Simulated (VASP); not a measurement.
Data:

```
CELL_PARAMETERS angstrom
      0.00000     3.32032     3.32032
      3.32032     0.00000     3.32032
      3.32032     3.32032     0.00000
ATOMIC_POSITIONS crystal
  Hg 0.00000 0.00000 0.00000
  Te 0.25000 0.25000 0.25000
```

Calculation: PBE GGA, VASP's PBE PAW potentials (set 64) (plane waves; VASP 6.6.1). Numerical set-up: 350 eV cut-off, Gaussian smearing of 0.050 eV, potentials Hg Te.

**Question.** Give the energies of bands 2 to 12 at the high-symmetry points, in eV from the Fermi level.

**Answer.** 
| band | Γ | X | U | L | W |
|---|---|---|---|---|---|
| 2 | -6.92 | -6.74 | -6.75 | -6.82 | -6.73 |
| 3 | -6.92 | -6.64 | -6.69 | -6.82 | -6.70 |
| 4 | -6.92 | -6.64 | -6.57 | -6.46 | -6.52 |
| 5 | -6.48 | -6.43 | -6.46 | -6.46 | -6.50 |
| 6 | -6.48 | -6.11 | -6.04 | -6.23 | -5.99 |
| 7 | -0.92 | -5.01 | -5.02 | -4.98 | -5.06 |
| 8 | 0.00 | -1.95 | -2.51 | -0.84 | -2.26 |
| 9 | 0.00 | -1.95 | -1.61 | -0.84 | -2.22 |
| 10 | 0.00 | 1.91 | 2.23 | 0.70 | 2.91 |
| 11 | 4.36 | 2.69 | 4.03 | 5.10 | 4.69 |
| 12 | 4.36 | 7.94 | 6.98 | 5.10 | 5.25 |

It has no gap at this level: it comes out as a metal or semimetal.

The compound is HgTe in the zinc blende structure. It was relaxed first, which changed the volume by +9 %.
